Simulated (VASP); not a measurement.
An input for Quantum ESPRESSO's pw.x (written as the equivalent of a VASP run, and not itself run):

```
&CONTROL
  calculation = 'scf'
  pseudo_dir = './pseudo'
  outdir = './out'
  tprnfor = .true.
  tstress = .true.
/
&SYSTEM
  ibrav = 0
  nat = 2
  ntyp = 2
  ecutwfc = 84
  occupations = 'smearing'
  smearing = 'gaussian'
  degauss = 0.003675
  input_dft = 'pbe'
/
&ELECTRONS
  conv_thr = 7.3e-08
  electron_maxstep = 100
/
ATOMIC_SPECIES
  Sr 87.620 Sr.upf
  O 15.999 O.upf
CELL_PARAMETERS angstrom
     0.0000000    2.5800000    2.5800000
     2.5800000    0.0000000    2.5800000
     2.5800000    2.5800000    0.0000000
ATOMIC_POSITIONS crystal
  Sr   0.0000000  0.0000000  0.0000000
  O    0.5000000  0.5000000  0.5000000
K_POINTS automatic
  8 8 8 0 0 0
```

Problem. Translate this input to VASP (INCAR, KPOINTS, POSCAR, choice of POTCAR).

Solution. This is not unique; one that fits is 
KPOINTS:
```
Automatic mesh
0
Gamma
8 8 8
0 0 0
```

POSCAR:
```
SrO
1
    0.0000000000     2.5800000000     2.5800000000
    2.5800000000     0.0000000000     2.5800000000
    2.5800000000     2.5800000000     0.0000000000
Sr O
1 1
Direct
  0.0000000000   0.0000000000   0.0000000000
  0.5000000000   0.5000000000   0.5000000000
```

### INCAR
```
! general
SYSTEM  = SrO
PREC    = Accurate
ENCUT   = 520
LREAL   = .False.
LASPH   = .True.

! electronic loop
EDIFF   = 1E-6
NELM    = 100
ALGO    = Normal
LMAXMIX = 4

! smearing
ISMEAR  = 0
SIGMA   = 0.05

! functional
GGA     = PE

! ions
ISIF    = 2

! output
LWAVE   = .False.
LCHARG  = .False.
```

POTCAR, in this order: Sr_sv O (PBE.64 set). Program: vasp_std.

Limits of the translation: the potentials are each code's own (VASP's PAW set, PseudoDojo norm-conserving files in pw.x), so ENCUT and ecutwfc are chosen apart and not converted; conv_thr bounds pw.x's estimated SCF error, while EDIFF bounds the energy change between steps.

The compound is SrO in the rock salt structure. The cell was not relaxed at this level.
